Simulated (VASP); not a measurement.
**La2Zn6Sb3: single point with PBE**

Crystal: La2Zn6Sb3.

```
Zn Sb La
1.0
     8.00623   -0.01645   -0.00782
    -4.01736    6.92369    0.00756
    -0.00421    0.00227    4.29471
Zn Sb La
6 3 2
Direct
  0.17891 0.01005 0.00856
  0.83548 0.81716 0.98425
  0.99760 0.17522 0.97297
  0.71750 0.00185 0.48523
  0.27913 0.29611 0.50295
  0.00746 0.73820 0.51371
  0.36499 0.97273 0.51576
  0.61893 0.62378 0.49868
  0.00440 0.37890 0.54099
  0.31760 0.64245 0.98872
  0.67000 0.34889 0.95844
```

The cell was built by a generator and needn't be a form met in nature.

```
Program                : VASP 6.6.1
Task                   : single point
Functional             : PBE
Potentials or basis    : VASP PAW PBE potentials, release 64 (Zn, Sb, La)
Cutoff                 : 520 eV
k mesh                 : 2 × 2 × 4
Occupations            : gaussian, width 0.1 eV
Spin                   : no spin polarisation
Dipole correction      : no
Further INCAR settings : ALGO = Fast; EDIFF = 1e-06; NBANDS = 66
```

```json
{
  "Pressure": "7.1 GPa",
  "Largest force": "3.216 eV/Å",
  "Band gap on the k mesh": "none (metal or under the smearing width)"
}
```

Forces in eV/Å, atoms in the order of the input:
```
Zn   0.392  0.308  0.215
Zn  -0.335  0.076  0.331
Zn   0.027 -0.825  1.412
Zn   0.065  0.024 -0.151
Zn   0.771 -0.725 -0.215
Zn  -0.618 -0.871 -0.041
Sb   1.515  1.409 -0.446
Sb  -0.478 -0.646 -0.598
Sb  -1.819  1.224 -2.353
La   0.519  0.696  0.804
La  -0.039 -0.671  1.041
```

Stress tensor (GPa, compression positive):
```
 8.38  1.18  0.83
 1.18  7.53 -0.65
 0.83 -0.65  5.48
```

Levels at points of the mesh, in eV from the Fermi level:
```
           k point  band 52  band 53  band 54  band 55  band 56  band 57
(0.00, 0.00, 0.00)    -0.92    -0.57    -0.24    -0.09     0.28     0.38
(0.50, 0.00, 0.00)    -1.25    -1.06    -0.40    -0.18     0.18     0.74
(0.00, 0.50, 0.00)    -1.35    -1.09    -0.45    -0.09     0.39     0.68
(0.50, 0.50, 0.00)    -1.27    -1.13    -0.45     0.01     0.39     0.71
(0.00, 0.00, 0.50)    -2.10    -1.80    -0.55     0.13     0.36     0.50
(0.50, 0.00, 0.50)    -2.53    -1.40    -0.33    -0.18    -0.04     0.30
(0.00, 0.50, 0.50)    -2.46    -1.78    -0.48    -0.14     0.01     0.14
(0.50, 0.50, 0.50)    -2.70    -1.39    -0.28    -0.13     0.07     0.44
```

Wall time 6.1 min on 1 thread of Intel(R) Xeon(R) 6975P-C (Granite Rapids), on a shared host, peak memory 0.45 GiB.

Caveat: the k mesh is coarse (spacing up to 0.45 Å⁻¹), so the values aren't converged; forces of over 1 eV/Å show positions far from the minimum, so gaps and moduli don't describe the material at rest. The run has no spin-orbit coupling, so splittings on La, Sb are missing.
